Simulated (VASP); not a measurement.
Energy against volume of TiO$_{2}$ (rutile). Computed with TPSS meta-GGA, VASP's PBE PAW potentials (set 64) (plane waves; VASP 6.6.1). Run with 520 eV cut-off, 5×5×7 Γ-centred mesh, Gaussian smearing of 0.050 eV, potentials Ti_sv O.

Shape and ions are relaxed at each volume.

```json
[
 {"V (Å³/atom)": "9.964", "E (eV/atom)": "-12.78380"},
 {"V (Å³/atom)": "10.282", "E (eV/atom)": "-12.80779"},
 {"V (Å³/atom)": "10.600", "E (eV/atom)": "-12.81615"},
 {"V (Å³/atom)": "10.918", "E (eV/atom)": "-12.81148"}
]
```

Q: Fit these four points and predict the energy of the run at 11.236 Å³/atom.

A: A cubic in V^(−2/3), the third-order Birch-Murnaghan form, passes through the four points with V0 = 10.64 Å³/atom and B0 = 215 GPa, and gives -12.7960 eV/atom there. The run gave -12.7960 eV/atom, -0.1 meV/atom from the fit; all five points give B0 = 214 GPa.

The compound is TiO2 in the rutile structure. It was relaxed first.
